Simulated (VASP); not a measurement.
OSZICAR of a VASP run on Fe (bcc):

### OSZICAR
```
       N       E                     dE             d eps       ncg     rms          rms(c)
DAV:   1     0.151855894864E+02    0.15186E+02   -0.42083E+03  5436   0.110E+03
DAV:   2    -0.956451946395E+01   -0.24750E+02   -0.23407E+02  5244   0.130E+02
DAV:   3    -0.988546154006E+01   -0.32094E+00   -0.32021E+00  5803   0.205E+01
DAV:   4    -0.988689705403E+01   -0.14355E-02   -0.14354E-02  5792   0.127E+00
DAV:   5    -0.988690897901E+01   -0.11925E-04   -0.11925E-04  5554   0.103E-01    0.125E+01
DAV:   6    -0.874144321964E+01    0.11455E+01   -0.13046E+01  5509   0.593E+01    0.514E+00
DAV:   7    -0.868572417494E+01    0.55719E-01   -0.68584E-01  5512   0.131E+01    0.324E+00
DAV:   8    -0.867683654793E+01    0.88876E-02   -0.50987E-03  6490   0.669E-01    0.151E+00
DAV:   9    -0.866824921369E+01    0.85873E-02   -0.44197E-03  6574   0.571E-01    0.398E-01
DAV:  10    -0.866814207114E+01    0.10714E-03   -0.68117E-04  6323   0.298E-01    0.127E-01
DAV:  11    -0.866815854587E+01   -0.16475E-04   -0.12198E-04  5493   0.161E-01    0.361E-02
DAV:  12    -0.866815887601E+01   -0.33013E-06   -0.32714E-06  5127   0.286E-02
   1 F= -.86681589E+01 E0= -.86680758E+01  d E =-.866816E+01  mag=     2.1314
       N       E                     dE             d eps       ncg     rms          rms(c)
DAV:   1    -0.866885888035E+01   -0.70033E-03   -0.16613E-02  5431   0.231E+00    0.268E-01
DAV:   2    -0.866818089983E+01    0.67798E-03   -0.71332E-03  5475   0.128E+00    0.221E-01
DAV:   3    -0.866813395354E+01    0.46946E-04   -0.32958E-04  5551   0.292E-01    0.862E-02
DAV:   4    -0.866812712205E+01    0.68315E-05   -0.43107E-06  5477   0.342E-02    0.168E-02
DAV:   5    -0.866812154460E+01    0.55775E-05   -0.82806E-06  5466   0.309E-02    0.279E-03
DAV:   6    -0.866812166886E+01   -0.12426E-06   -0.89048E-08  2620   0.329E-03
   2 F= -.86681217E+01 E0= -.86680361E+01  d E =0.372071E-04  mag=     2.1242
       N       E                     dE             d eps       ncg     rms          rms(c)
DAV:   1    -0.866857312726E+01   -0.45158E-03   -0.92273E-03  5430   0.172E+00    0.199E-01
DAV:   2    -0.866819637215E+01    0.37676E-03   -0.39485E-03  5473   0.951E-01    0.163E-01
DAV:   3    -0.866817051501E+01    0.25857E-04   -0.18224E-04  5554   0.217E-01    0.644E-02
DAV:   4    -0.866816626276E+01    0.42523E-05   -0.23127E-06  4511   0.252E-02    0.129E-02
DAV:   5    -0.866816240768E+01    0.38551E-05   -0.46676E-06  5287   0.228E-02    0.207E-03
DAV:   6    -0.866816238812E+01    0.19563E-07   -0.44112E-08  2614   0.256E-03
   3 F= -.86681624E+01 E0= -.86680786E+01  d E =-.351211E-05  mag=     2.1297
```

### Question
Which electronic solver shows in the log?

### Answer
It is blocked Davidson (ALGO = Normal, or the opening steps of other solvers). The INCAR had ALGO = Normal.

### Question
How was spin treated?

### Answer
Collinear spin (ISPIN = 2): the summary line carries one mag value, 2.13 μB in the cell.

### Question
Can the final energy be trusted as converged?

### Answer
The run converged. It stopped with EDIFF = 1E-6, NELM = 100, NSW = 60 and EDIFFG = -0.01 after 3 ionic steps (AM05 GGA, plane waves, VASP's PBE PAW potentials (set 64)).

The compound is Fe in the bcc structure. This run relaxes it. Symmetry was kept, so distortions that lower it aren't found. The start is the result of an earlier pass.
